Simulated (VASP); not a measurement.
The system is Fe.

```
Fe
1.0
    -1.44300    1.44300    1.44300
     1.44300   -1.44300    1.44300
     1.44300    1.44300   -1.44300
Fe
1
Direct
  0.00000 0.00000 0.00000
```

| Item | Value |
| --- | --- |
| Program | VASP 6.6.1 |
| Task | relaxation of cell and atoms |
| Functional | r2SCAN |
| Potentials or basis | VASP PAW PBE potentials, release 64 (Fe) |
| Cutoff | 600 eV |
| k mesh | 18 × 18 × 18 |
| Occupations | methfessel-paxton, width 0.1 eV |
| Spin | collinear spin, ferromagnetic start |
| Starting moments | [2.5] μB |

At the start: pressure -4.8 GPa; volume 12.02 Å³/atom.

Task: Where does the relaxation end?

Result: Over 3 steps the energy falls by 5.1 meV/atom and the volume is 11.70 Å³/atom (-2.7 %); space group Im-3m (No. 229, to 0.05 Å); moment 2.62 μB per cell.

Step by step:
```tsv
step	energy change (eV)	largest force (eV/Å)	pressure (GPa)	volume (Å³)
1	0.0000	0.0000	-4.78	12.02
2	0.0001	0.0000	5.81	11.41
3	-0.0051	0.0000	0.02	11.70
```

Final structure:
```cif
data_structure
_symmetry_space_group_name_H-M 'P 1'
_symmetry_Int_Tables_number 1
_cell_length_a 2.4771
_cell_length_b 2.4771
_cell_length_c 2.4771
_cell_angle_alpha 109.471
_cell_angle_beta 109.471
_cell_angle_gamma 109.471
_cell_volume 11.70
loop_
_atom_site_label
_atom_site_type_symbol
_atom_site_fract_x
_atom_site_fract_y
_atom_site_fract_z
_atom_site_occupancy
Fe1 Fe 0.00000 0.00000 0.00000 1
```

Caveat: the PAW data sets were made with another functional, which shifts forces and pressure a little.
